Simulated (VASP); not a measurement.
Write the native input for VASP 6.6.1 that does the following.

* Task: single point
* Functional: PBE0
* Dispersion: D3(BJ)
* Potentials or basis: VASP PAW PBE potentials, release 64 (F, In_d, Br)
* Cutoff: 520 eV
* k mesh: 1 × 1 × 1
* Occupations: gaussian, width 0.01 eV
* Spin: no spin polarisation
* Grid for exact exchange (PRECFOCK): Normal
* Exchange at q = 0: truncated
* Further INCAR settings: ALGO = Normal; EDIFF = 1e-07

Molecule: FInBr2, in a box.

```
F In Br
1.0
    12.00000    0.00000    0.00000
     0.00000   13.00000    0.00000
     0.00000    0.00000   13.00000
F In Br
1 1 2
Direct
  0.55254 0.62786 0.62217
  0.51981 0.53847 0.50757
  0.61776 0.37537 0.50092
  0.38440 0.59926 0.38307
```

One way to write it, as run:

POSCAR

```
InBr2F
1.0
   12.0000000000      0.0000000000      0.0000000000
    0.0000000000     13.0000000000      0.0000000000
    0.0000000000      0.0000000000     13.0000000000
F In Br
1 1 2
Cartesian
    6.6304500000      8.1621499700      8.0881499400
    6.2377500000      7.0000499400      6.5983499400
    7.4131500000      4.8798500400      6.5119499900
    4.6128500400      7.7903499700      4.9798499400
```

INCAR.step1

```
ALGO = Normal
EDIFF = 1E-5
ENCUT = 520
GGA = PE
ISIF = 2
ISMEAR = 0
LASPH = T
LCHARG = F
LREAL = F
LWAVE = T
NELM = 100
PREC = Accurate
SIGMA = 0.01
```

INCAR.step2

```
AEXX = 0.25
ALGO = Normal
EDIFF = 1E-7
ENCUT = 520
GGA = PE
HFRCUT = -1
ISIF = 2
ISMEAR = 0
ISTART = 1
IVDW = 12
LASPH = T
LCHARG = F
LHFCALC = T
LREAL = F
LWAVE = F
NELM = 100
PREC = Accurate
PRECFOCK = Normal
SIGMA = 0.01
```

KPOINTS

```
k-points
0
Gamma
  1 1 1
```

Potentials or basis: VASP PAW PBE potentials, release 64 (F, In_d, Br).

The run is started by

```console
$ cat potpaw_PBE.64/F/POTCAR potpaw_PBE.64/In_d/POTCAR potpaw_PBE.64/Br/POTCAR > POTCAR
$ cp INCAR.step1 INCAR
$ mpirun -np 1 vasp_gam > vasp.out
$ cp INCAR.step2 INCAR
$ mpirun -np 1 vasp_gam > vasp.out
```

Results of the run:

```
Largest force                   : 0.220 eV/Å
Gap between the frontier levels : 5.87 eV
Dispersion energy per atom      : -0.025 eV
```

Caveat: the PAW data sets were made with another functional, which shifts forces and pressure a little; spin-orbit coupling is left out, which moves the levels of the heavy elements.

Run time: 13 min on 1 thread of Intel(R) Xeon(R) 6975P-C (Granite Rapids), with other jobs on the host, peak memory 1.4 GiB.
